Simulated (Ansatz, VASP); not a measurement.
# GeTe4PbAu2 in two plane-wave programs, part 2 of 2

Wanted: the spread between two codes on one cell, functional and k mesh. The cell is invented: As first built, before any earlier steps moved the atoms (in the runner's words): it takes the ZnCu2GeTe4 structure with some of its atoms replaced by other elements, volume scaled by an estimate. It may not be a known or stable phase. The cell is taken from a series of VASP runs on this material, whose earlier steps may have relaxed, scaled or displaced it; both programs get it as it stands.

VASP 6.6.1 and Ansatz 0.2.0.

So far. Step 2 (VASP: single point, PBE): The run ends at a pressure of 0.01 GPa, with forces up to 0.0068 eV/Å. Step 3 (Ansatz: single point, PBE): The run ends at a pressure of 0.10 GPa, with forces up to 0.0095 eV/Å.

### 5. VASP: single point, PBEsol

Level of this step: PBEsol; plane waves and PAW (Pb, Au, Te, Ge); invented cell (VASP).

With cell and atoms fixed, the geometry can't cause a difference; cores, projectors, grids and the points listed under the comparison can.

run.py

```python
import numpy as np
from ase.calculators.vasp import Vasp
from ase.io import read
from ase.dft.bandgap import bandgap

atoms = read('GeTe4PbAu2.cif')

calc = Vasp(
    xc='pbesol',
    pp='PBE',
    prec='Accurate',
    encut=400,
    ediff=1e-06,
    nelm=100,
    ismear=-5,
    sigma=0.05,
    lreal=False,
    algo='Normal',
    lorbit=11,
    lwave=False,
    lcharg=False,
    kpar=4,
    isif=2,
    pp_version='64',
    setups={'Pb': '', 'Au': '', 'Te': '', 'Ge': ''},
    kpts=(4, 4, 2),
    gamma=True,
    txt='vasp.out',
)
atoms.calc = calc

print("energy (eV):", round(atoms.get_potential_energy(), 6))
print("Fermi level (eV):", round(calc.get_fermi_level(), 4))
print("forces (eV/A):")
print(np.round(atoms.get_forces(), 4))
print("stress (GPa, Voigt, tension positive):", np.round(atoms.get_stress() * 160.21766, 3))
gap, p1, p2 = bandgap(calc, direct=False)
print("gap on the mesh (eV):", round(gap, 4))
```

GeTe4PbAu2.cif

```cif
data_GeTe4PbAu2
_cell_length_a 6.74884163
_cell_length_b 6.74884163
_cell_length_c 12.24653234
_cell_angle_alpha 90.00000000
_cell_angle_beta 90.00000000
_cell_angle_gamma 90.00000000
_space_group_name_H-M_alt 'I-42m'
_space_group_name_Hall 'I -4 2'
_space_group_IT_number 121
loop_
_space_group_symop_operation_xyz
'x,y,z'
'y,-x,-z'
'-x,-y,z'
'-y,x,-z'
'x,-y,-z'
'y,x,z'
'-x,y,-z'
'-y,-x,z'
'x+1/2,y+1/2,z+1/2'
'y+1/2,-x+1/2,-z+1/2'
'-x+1/2,-y+1/2,z+1/2'
'-y+1/2,x+1/2,-z+1/2'
'x+1/2,-y+1/2,-z+1/2'
'y+1/2,x+1/2,z+1/2'
'-x+1/2,y+1/2,-z+1/2'
'-y+1/2,-x+1/2,z+1/2'
loop_
_atom_site_label
_atom_site_type_symbol
_atom_site_symmetry_multiplicity
_atom_site_Wyckoff_symbol
_atom_site_fract_x
_atom_site_fract_y
_atom_site_fract_z
_atom_site_occupancy
Pb1 Pb 2 a 0.0000000000 0.0000000000 0.0000000000 1
Au1 Au 4 d 0.0000000000 0.5000000000 0.2500000000 1
Te1 Te 8 i 0.2815438716 0.2815438716 0.1377756043 1
Ge1 Ge 2 b 0.5000000000 0.5000000000 0.0000000000 1
```

Potentials, in the order of the species: Pb, Au, Te and Ge (PBE family, release 64).

Command:

```
$ export ASE_VASP_COMMAND="mpirun -np 4 vasp_std"
$ python run.py
```

Numbers of over 12 decimals in the logs are rounded to 6 here.

The program printed:

```text
energy (eV): -61.359224
Fermi level (eV): 3.8213
forces (eV/A):
[[ 0.      0.     -0.    ]
 [ 0.      0.     -0.    ]
 [ 0.      0.     -0.    ]
 [ 0.      0.     -0.    ]
 [ 0.      0.     -0.    ]
 [ 0.      0.     -0.    ]
 [ 0.0235  0.0235  0.0945]
 [ 0.0235 -0.0235 -0.0945]
 [-0.0235 -0.0235  0.0945]
 [-0.0235  0.0235 -0.0945]
 [ 0.0235  0.0235  0.0945]
 [ 0.0235 -0.0235 -0.0945]
 [-0.0235 -0.0235  0.0945]
 [-0.0235  0.0235 -0.0945]
 [ 0.      0.     -0.    ]
 [ 0.      0.     -0.    ]]
stress (GPa, Voigt, tension positive): [ 2.341  2.341  2.074 -0.     0.    -0.   ]
gap on the mesh (eV): 0.0
```

ASE turned this into the INCAR:

```
ENCUT = 400.000000
SIGMA = 0.050000
EDIFF = 1.00e-06
ALGO = Normal
GGA = PS
PREC = Accurate
ISIF = 2
ISMEAR = -5
KPAR = 4
LORBIT = 11
NELM = 100
LCHARG = .FALSE.
LWAVE = .FALSE.
LREAL = .FALSE.
```

From OUTCAR (step 5):

```text
  Total       -8.1514323     -8.1514323     -7.2213885      0.0000000      0.0000000     -0.0000000
  in kB      -23.4138536    -23.4138536    -20.7424326      0.0000000      0.0000000     -0.0000000
  external PRESSURE =     -22.5233799 kB  Pullay stress =       0.0000000 kB

 POSITION                                       TOTAL-FORCE (eV/Angst)
 -----------------------------------------------------------------------------------
      0.00000      0.00000      0.00000         0.000000      0.000000     -0.000000
      3.37442      3.37442      6.12327         0.000000      0.000000     -0.000000
      0.00000      3.37442      3.06163         0.000000      0.000000     -0.000000
      3.37442      0.00000      9.18490         0.000000      0.000000     -0.000000
      0.00000      3.37442      9.18490         0.000000      0.000000     -0.000000
      3.37442      0.00000      3.06163         0.000000      0.000000     -0.000000
      1.90010      1.90010      1.68727         0.023488      0.023488      0.094528
      1.90010      4.84875     10.55926         0.023488     -0.023488     -0.094528
      4.84875      4.84875      1.68727        -0.023488     -0.023488      0.094528
      4.84875      1.90010     10.55926        -0.023488      0.023488     -0.094528
      5.27452      5.27452      7.81054         0.023488      0.023488      0.094528
      5.27452      1.47433      4.43599         0.023488     -0.023488     -0.094528
      1.47433      1.47433      7.81054        -0.023488     -0.023488      0.094528
      1.47433      5.27452      4.43599        -0.023488      0.023488     -0.094528
      3.37442      3.37442      0.00000         0.000000      0.000000     -0.000000
      0.00000      0.00000      6.12327         0.000000      0.000000     -0.000000
 -----------------------------------------------------------------------------------
    total drift:                                0.000000      0.000000      0.000000

  FREE ENERGIE OF THE ION-ELECTRON SYSTEM (eV)
  ---------------------------------------------------
  free  energy   TOTEN  =       -61.3592244975 eV

  energy  without entropy=      -61.3592244975  energy(sigma->0) =      -61.35922450

[... 3 further parts left out ...]
[key lines of the parts left out:]
E-fermi :   3.8213
```

At this level the cell is under a tension of 2.3 GPa, so at these settings it is away from equilibrium. The data sets Pb and Ge keep the semicore shell frozen, which is cheaper and a little less accurate. With tetrahedra the forces and stress of a metal are not exact derivatives of the energy.

### 6. Ansatz: single point, PBEsol

The same cell, functional, mesh and smearing now go to Ansatz, which takes its cutoff from its data sets.

input.yaml

```yaml
crystal:
  lattice:
    - [6.74884163, 0.0, 0.0]
    - [0.0, 6.74884163, 0.0]
    - [0.0, 0.0, 12.24653234]
  atoms:
    - { symbol: Pb, position: [0.0, 0.0, 0.0] }
    - { symbol: Pb, position: [0.5, 0.5, 0.5] }
    - { symbol: Au, position: [0.0, 0.5, 0.25] }
    - { symbol: Au, position: [0.5, 0.0, 0.75] }
    - { symbol: Au, position: [0.0, 0.5, 0.75] }
    - { symbol: Au, position: [0.5, 0.0, 0.25] }
    - { symbol: Te, position: [0.2815438716, 0.2815438716, 0.1377756043] }
    - { symbol: Te, position: [0.2815438716, 0.7184561284, 0.8622243957] }
    - { symbol: Te, position: [0.7184561284, 0.7184561284, 0.1377756043] }
    - { symbol: Te, position: [0.7184561284, 0.2815438716, 0.8622243957] }
    - { symbol: Te, position: [0.7815438716, 0.7815438716, 0.6377756043] }
    - { symbol: Te, position: [0.7815438716, 0.2184561284, 0.3622243957] }
    - { symbol: Te, position: [0.2184561284, 0.2184561284, 0.6377756043] }
    - { symbol: Te, position: [0.2184561284, 0.7815438716, 0.3622243957] }
    - { symbol: Ge, position: [0.5, 0.5, 0.0] }
    - { symbol: Ge, position: [0.0, 0.0, 0.5] }
hamiltonian:
  xc: pbesol
  pseudopotentials: { kind: paw }
kpoints:
  mp_grid: { grid: [4, 4, 2] }
scf:
  occupations: { method: tetrahedron }
output:
  forces: true
  stress: true
```

Command:

```
$ ansatz run input.yaml --threads 4 --pin off --max-ram 9216MiB --backend cpu --events-out ev --progress --plain --runs-dir out
```

The program printed:

```text
Warning: output.forces, output.stress, relax.cell or npt_langevin: where a Kohn–Sham band that disperses or a degenerate level is filled in part under the method tetrahedron, the forces or the stress that this run publishes need not agree with its energy (scf.occupations.method in the input reference, under Limitations); prefer a smearing scheme for the forces or the stress
[...]
k-point 0: bands = [... 126 lower, 6.9084, 7.3985, 7.3985, 7.4187, 7.6788, 8.1132, 8.2968, 8.4885, ... 25 higher]
  k-point 1: bands = [... 126 lower, 6.9134, 6.9134, 7.0158, 7.0158, 8.2084, 8.2084, 8.4616, 8.4616, ... 25 higher]
  k-point 2: bands = [... 126 lower, 6.8218, 7.1182, 7.2652, 7.3834, 8.1134, 8.5510, 8.5517, 8.7902, ... 25 higher]
  k-point 11: bands = [... 126 lower, 6.7808, 6.7808, 6.9604, 6.9604, 7.4955, 7.4955, 9.4077, 9.4077, ... 25 higher]
[key lines of the parts left out:]
SCF converged after 9 iterations
Free energy (F): -139256.954750 eV
Fermi energy:    7.599304 eV
P = ⅓ Tr σ = -2.2763 GPa (-22.763 kbar)
```

It took 32 s on 4 threads of Arm Neoverse V2, shared host; peak memory 2.2 GiB.

The run ends at a pressure of -2.28 GPa, with forces up to 0.089 eV/Å.

### 7. Side by side

What differs besides the data sets and the points named for the pairs above, as far as they apply: the data sets hold 260 valence electrons in Ansatz (default PAW (the set named soft_2) files) and 108 in VASP; the cutoff is 420 eV in Ansatz and 400 eV in VASP; Ansatz makes its cores anew for this functional, VASP keeps those of its PBE data sets. Total energies have different zeros and are not compared.

The two programs side by side:

```tsv
quantity	Ansatz	VASP	difference
pressure (GPa)	-2.28	-2.25	-0.02
```

Forces on 7 of the 16 atoms, those with the largest forces and the largest differences (eV/Å; atoms numbered as in POSCAR):

```tsv
atom	Ansatz x, y, z	VASP x, y, z
Te7	0.040, 0.040, 0.069	0.023, 0.023, 0.095
Te8	0.040, -0.040, -0.069	0.023, -0.023, -0.095
Te9	-0.040, -0.040, 0.069	-0.023, -0.023, 0.095
Te10	-0.040, 0.040, -0.069	-0.023, 0.023, -0.095
Te11	0.040, 0.040, 0.069	0.023, 0.023, 0.095
Te12	0.040, -0.040, -0.069	0.023, -0.023, -0.095
Te13	-0.040, -0.040, 0.069	-0.023, -0.023, 0.095
```

The forces differ by 14 meV/Å r.m.s., which is 34.4 % of the r.m.s. force of 0.04 eV/Å (both taken over all components). Ansatz's pressure holds a Pulay correction of 0.02 GPa; VASP's holds none.

### 8. What the set-up changes

Further runs change the set-up of one program: Ansatz's method, potentials or start, or VASP's data sets, cutoff or form of LDA. The table gives Ansatz less VASP for each quantity, since a change that brings one quantity closer may part another.

```tsv
run	r.m.s. force difference (meV/Å)	pressure (GPa)
as above	14	-0.024
Ansatz's larger PAW set (cutoff 864 eV)	15	-0.011
norm-conserving potentials (cutoff 1120 eV)	9.7	-0.075
```

### 9. Results

- difference in pressure (single point, PBE): 0.093 GPa
- r.m.s. force difference (single point, PBEsol): 14 meV/Å

In words: The r.m.s. force difference is 14 meV/Å (single point, PBEsol), beyond the 12 meV/Å picked in this series as the mark of a large difference. VASP's data sets differ among the pairs, so a change from pair to pair isn't the functional's or the coupling's alone. Single point, PBEsol, Ansatz's larger PAW set (cutoff 864 eV): the difference in pressure goes from -0.024 to -0.011 GPa. Single point, PBEsol, norm-conserving potentials (cutoff 1120 eV): r.m.s. force difference goes from 14 to 9.7 meV/Å; the difference in pressure goes from -0.024 to -0.075 GPa. How closely two codes agree says nothing of how well the functional describes the real material.

[Lines on the potential files, build, host, timing and source positions are cut from VASP's logs without a mark.]

[Logs are printed without paths, hosts, clocks, repeated set-up lines and the standing remarks that a program may print on its own settings, such as how far it seeks lower states.]

[Hosts, paths, dates, database ids (printed as entryN), source tags and the programs' standing remarks are cut or masked in the printed files.]
